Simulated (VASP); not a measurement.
CdS (wurtzite), at 1.04 of the tabulated volume:

```
CELL_PARAMETERS angstrom
      2.09724    -3.63253     0.00000
      2.09724     3.63253     0.00000
      0.00000     0.00000     6.80843
ATOMIC_POSITIONS crystal
  Cd 0.66667 0.33333 0.50000
  Cd 0.33333 0.66667 0.00000
  S  0.66667 0.33333 0.87700
  S  0.33333 0.66667 0.37700
```

The lowest empty band near Γ, direction a*, from PBE with spin-orbit coupling in VASP (PAW); its two spin partners are averaged. The gap over the points computed is 1.11 eV, and the next band on that side lies 1.60 eV away at the edge.

Run with 400 eV cut-off, 7×7×4 Γ-centred mesh, Gaussian smearing of 0.050 eV, potentials Cd S.

| distance from the edge in k (1/Å) | distance in energy (meV) |
|---|---|
| 0.012 | 4.3 |
| 0.018 | 9.6 |
| 0.025 | 18.6 |
| 0.035 | 35.8 |
| 0.050 | 70.8 |
| 0.070 | 131.6 |

Question: Fit E(1 + αE) = ħ²k²/2m* (ħ²/2m0 = 3.810 eV Å²) and predict the row at 0.095 1/Å.

Answer: Least squares on the energies gives the electron mass m* = 0.126 m0 and α = 0.95 per eV, and so 224.7 meV. The run gave 224.6 meV, -0.1 meV from the fit.

Left out are points under 3 meV from the edge, since the levels carry 0.1 meV, and points farther than half the way to the next band.

The compound is CdS in the wurtzite structure. The cell was not relaxed at this level.
